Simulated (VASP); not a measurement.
Consider the following.

```
C
1.0
    0.00000     1.80697     1.80697
    1.80697     0.00000     1.80697
    1.80697     1.80697     0.00000
C
2
Direct
  0.00000   0.00000   0.00000
  0.25000   0.25000   0.25000
```

These are PBE GGA, VASP's PBE PAW potentials (set 64) (plane waves; VASP) values and carry that method's errors. Run with PREC = Normal, 500 eV cut-off, 4×4×4 Γ-centred mesh, Gaussian smearing of 0.010 eV, potentials C_GW_new.

Q: Give the stress tensor in GPa (positive for a compressed cell).

A: 
```
-13.65    0.00    0.00
  0.00  -13.65    0.00
  0.00    0.00  -13.65
```
The pressure is its mean diagonal, -13.65 GPa.

The compound is C in the diamond structure. This cell is one point of a volume scan, at 1.04 of the reference volume. The k-mesh is coarse (spacing up to 0.75 per Å, 2π included), so the numbers may not be converged in it.
